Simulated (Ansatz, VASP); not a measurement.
## Cross-check of V between VASP and Ansatz

Aim: how closely do two programs agree when they are given the same cell, functional and k mesh? The cell comes out of the VASP series on this material, whose earlier steps may have relaxed, scaled or displaced it; both programs get it as it stands.

Method: plane waves, with VASP 6.6.1 beside it; relaxation of cell and atoms at r2SCAN and zone-centre phonons at r2SCAN, in Ansatz 0.2.0.

**1. Set-up**

It takes space group Im-3m (No. 229, cubic). Conventional cell: a = 2.980 Å, b = 2.980 Å, c = 2.980 Å, α = 90.00°, β = 90.00°, γ = 90.00°. V has 8 V at 2.58 Å nearest.

Coordinates:

```xyz
1
Lattice="-1.4902 1.4902 1.4902 1.4902 -1.4902 1.4902 1.4902 1.4902 -1.4902" Properties=species:S:1:pos:R:3 pbc="T T T"
V     0.0000    0.0000    0.0000
```

**2. VASP: relaxation of cell and atoms, r2SCAN**

The relaxed volume is the usual yardstick between codes: its relative difference is about their pressure difference at one cell divided by the bulk modulus.

Lines of VASP's logs that name or quote its potential files are left out, and so is its time.

Input file INCAR:

```
SYSTEM = V
PREC = Accurate
ENCUT = 400
EDIFF = 1E-06
NELM = 100
ISMEAR = 1
SIGMA = 0.2
LREAL = .FALSE.
ALGO = Normal
METAGGA = R2SCAN
LASPH = .TRUE.
NBANDS = 13
ISPIN = 2
MAGMOM = -0
LMAXMIX = 4
LORBIT = 11
LWAVE = .FALSE.
LCHARG = .FALSE.
KPAR = 4
IBRION = 2
NSW = 60
ISIF = 3
EDIFFG = -0.01
```

Input file POSCAR:

```
V
1.0
   -1.4901859777      1.4901859777      1.4901859777
    1.4901859777     -1.4901859777      1.4901859777
    1.4901859777      1.4901859777     -1.4901859777
V
1
Direct
    0.0000000000      0.0000000000      0.0000000000
```

Input file KPOINTS:

```
Automatic mesh
0
Gamma
12 12 12
0 0 0
```

The projector-augmented-wave data sets are V_sv (PBE family, release 64).

The run is started by

```sh
$ mpirun -np 4 vasp_std
```

Numbers of over 12 decimals in the logs are rounded to 6 here.

What it wrote:

```text
[banner, memory and clock lines left out]
running    4 mpi-ranks, on    1 nodes
 distrk:  each k-point on    1 cores,    4 groups
 distr:  one band on    1 cores,    1 groups

 POSCAR found type information on POSCAR V
 POSCAR found :  1 types and       1 ions
|                                                                             |
|               ----> ADVICE to this user running VASP <----                  |
|                                                                             |
|     You enforced a specific xc type in the INCAR file but a different       |
|     [... a line on the potential file left out ...]
|     I HOPE YOU KNOW WHAT YOU ARE DOING!                                     |
|                                                                             |

 LDA part: xc-table for (None), standard interpolation
 POSCAR, INCAR and KPOINTS ok, starting setup
 FFT: planning ... GRIDC
 FFT: planning ... GRID_SOFT
 FFT: planning ... GRID
 WAVECAR not read
 entering main loop
       N       E                     dE             d eps       ncg     rms          rms(c)
DAV:   1     0.724679531990E+02    0.72468E+02   -0.60984E+03  3765   0.933E+02
DAV:   2    -0.176913575873E+02   -0.90159E+02   -0.87373E+02  3894   0.290E+02
DAV:   3    -0.188594927574E+02   -0.11681E+01   -0.11666E+01  4054   0.382E+01
DAV:   4    -0.188648773808E+02   -0.53846E-02   -0.53845E-02  4179   0.270E+00
DAV:   5    -0.188649319310E+02   -0.54550E-04   -0.54549E-04  4119   0.257E-01    0.231E+01
DAV:   6    -0.141031981428E+02    0.47617E+01   -0.56593E+00  3879   0.408E+01    0.194E+00
DAV:   7    -0.141248610107E+02   -0.21663E-01   -0.69176E-02  3844   0.359E+00    0.101E+00
DAV:   8    -0.141283220628E+02   -0.34611E-02   -0.15875E-02  4014   0.145E+00    0.330E-01
DAV:   9    -0.141279919077E+02    0.33016E-03   -0.65782E-04  3879   0.399E-01    0.911E-02
DAV:  10    -0.141281060090E+02   -0.11410E-03   -0.30861E-04  3839   0.207E-01    0.628E-02
DAV:  11    -0.141280935278E+02    0.12481E-04   -0.33337E-05  4009   0.938E-02    0.108E-02
DAV:  12    -0.141280962919E+02   -0.27641E-05   -0.10542E-06  3012   0.133E-02    0.480E-03
DAV:  13    -0.141280976096E+02   -0.13177E-05   -0.85315E-08  1907   0.363E-03    0.389E-03
DAV:  14    -0.141280989482E+02   -0.13386E-05   -0.12410E-07  1917   0.508E-03    0.127E-03
DAV:  15    -0.141280991010E+02   -0.15277E-06   -0.14095E-08  1877   0.186E-03
   1 F= -.14128099E+02 E0= -.14127441E+02  d E =-.141281E+02  mag=     0.0001
 curvature:   0.00 expect dE= 0.000E+00 dE for cont linesearch  0.000E+00
 trial: gam= 0.00000 g(F)=  0.608E-63 g(S)=  0.773E-05 ort = 0.000E+00 (trialstep = 0.100E+01)
 search vector abs. value=  0.773E-05
 reached required accuracy - stopping structural energy minimisation
```

Parts of OUTCAR (step 2):

```text
ion  position               nearest neighbor table
   1  0.000  0.000  0.000-

  LATTYP: Found a body centered cubic cell.
 ALAT       =     2.9803719554

 Subroutine GETGRP returns: Found 48 space group operations
 (whereof 48 operations were pure point group operations)

The static configuration has the point symmetry O_h .

 Found     72 irreducible k-points:

   k-points           NKPTS =     72   k-points in BZ     NKDIM =     72   number of bands    NBANDS=     13

   dimension x,y,z NGX =    18 NGY =   18 NGZ =   18
   dimension x,y,z NGXF=    36 NGYF=   36 NGZF=   36

   ENCUT  =  400.0 eV  29.40 Ry    5.42 a.u.   4.21  4.21  4.21*2*pi/ulx,y,z

   NELECT =      13.0000    total number of electrons

 k-points in reciprocal lattice and weights: Automatic mesh
   0.00000000  0.00000000  0.00000000       0.001
   0.08333333  0.00000000  0.00000000       0.007
   0.16666667  0.00000000  0.00000000       0.007
   0.25000000  0.00000000  0.00000000       0.007
   0.33333333  0.00000000  0.00000000       0.007
   0.41666667  0.00000000  0.00000000       0.007
   0.50000000  0.00000000  0.00000000       0.003
   0.08333333  0.08333333  0.00000000       0.014
   0.16666667  0.08333333 -0.00000000       0.028
[...]
0.50000000  0.50000000  0.41666667       0.007
   0.50000000  0.50000000  0.50000000       0.001

 average (electrostatic) potential at core
       1 -74.7807

 E-fermi :   9.8780

 spin component 1
 k-point     1 :       0.0000    0.0000    0.0000
  band No.  band energies     occupation
      1     -56.4004      1.00000
      2     -28.5280      1.00000
      3     -28.5279      1.00000
      4     -28.5279      1.00000
      5       2.7837      1.00000
      6      10.3771     -0.00118
      7      10.3773     -0.00118
      8      10.3773     -0.00118
      9      12.6039     -0.00000
     10      12.6039     -0.00000
    ...

 k-point     2 :       0.0833    0.0000    0.0000
  band No.  band energies     occupation
      1     -56.3860      1.00000
      2     -28.5979      1.00000
      3     -28.5490      1.00000
      4     -28.5285      1.00000
      5       3.0807      1.00000
      6      10.2488     -0.01244
      7      10.3426     -0.00246
      8      10.5866     -0.00000
      9      12.4606     -0.00000
     10      12.6116     -0.00000
    ...

 k-point     3 :       0.1667    0.0000    0.0000
  band No.  band energies     occupation
      1     -56.3458      1.00000
      2     -28.7848      1.00000
      3     -28.6055      1.00000
      4     -28.5303      1.00000
      5       3.9139      1.00000
      6       9.9121      0.35822
      7      10.1666     -0.03009
      8      11.1874     -0.00000
      9      12.2361     -0.00000
     10      12.6453     -0.00000
    ...

 k-point     4 :       0.2500    0.0000    0.0000
  band No.  band energies     occupation
    ...
      3     -28.6822      1.00000
      4     -28.5325      1.00000
      5       5.0731      1.00000
      6       9.4825      1.00860
      7       9.8758      0.50954
      8      12.0819     -0.00000
      9      12.2309     -0.00000
     10      12.7214     -0.00000
     11      26.8185      0.00000
     12      29.3309      0.00000
    ...

 k-point     5 :       0.3333    0.0000    0.0000
  band No.  band energies     occupation
    ...
      2     -29.2808      1.00000
      3     -28.7585      1.00000
      4     -28.5351      1.00000
      5       6.0750      1.00000
      6       9.0820      1.00000
      7       9.9823      0.11832
      8      12.4021     -0.00000
      9      12.8350     -0.00000
     10      13.0919     -0.00000
     11      24.0887      0.00000
    ...

 k-point     6 :       0.4167    0.0000    0.0000
  band No.  band energies     occupation
    ...
      2     -29.4561      1.00000
      3     -28.8134      1.00000
      4     -28.5366      1.00000
      5       6.4484      1.00000
      6       8.8053      1.00000
      7      10.8378     -0.00000
      8      12.5565     -0.00000
      9      12.9466     -0.00000
     10      13.9362      0.00000
     11      21.7325      0.00000
    ...

  Total       -0.0073089     -0.0073089     -0.0073089     -0.0000000     -0.0000000      0.0000000
  in kB       -0.8846731     -0.8846731     -0.8846731     -0.0000000     -0.0000000      0.0000000
  external PRESSURE =      -0.8846731 kB  Pullay stress =       0.0000000 kB

  energy-cutoff  :      400.00
  volume of cell :       13.24
      direct lattice vectors                 reciprocal lattice vectors
    -1.490185978  1.490185978  1.490185978     0.000000000  0.335528590  0.335528590
     1.490185978 -1.490185978  1.490185978     0.335528590  0.000000000  0.335528590
     1.490185978  1.490185978 -1.490185978     0.335528590  0.335528590  0.000000000

 POSITION                                       TOTAL-FORCE (eV/Angst)
 -----------------------------------------------------------------------------------
      0.00000      0.00000      0.00000        -0.000000     -0.000000     -0.000000
 -----------------------------------------------------------------------------------
    total drift:                                0.000000      0.000000     -0.000000

  FREE ENERGIE OF THE ION-ELECTRON SYSTEM (eV)
  ---------------------------------------------------
  free  energy   TOTEN  =       -14.1280991010 eV

  energy  without entropy=      -14.1261258853  energy(sigma->0) =      -14.12744136

 reached required accuracy - stopping structural energy minimisation

 total charge
# of ion       s       p       d       tot
------------------------------------------
    1        2.344   6.242   3.067  11.652

 magnetization (x)
# of ion       s       p       d       tot
------------------------------------------
    1        0.000   0.000   0.000   0.000

[... 6 further parts left out ...]
```

CONTCAR:

```
V
   1.00000000000000
    -1.4901859776999999    1.4901859776999999    1.4901859776999999
     1.4901859776999999   -1.4901859776999999    1.4901859776999999
     1.4901859776999999    1.4901859776999999   -1.4901859776999999
  V
     1
Direct
     0.0000000000000000    0.0000000000000000    0.0000000000000000
```

This run allows spin, but its moments start at zero, where symmetry between the spins tends to hold them, although V can carry a moment. Its electron count is odd, so without a moment it is a metal by construction.

[end of part 1 of 2]

[Lines on the potential files, build, host, timing and source positions are cut from VASP's logs without a mark.]

[Logs are printed without paths, hosts, clocks, repeated set-up lines and the standing remarks that a program may print on its own settings, such as how far it seeks lower states.]

[Hosts, paths, dates, database ids (printed as entryN), source tags and the programs' standing remarks are cut or masked in the printed files.]
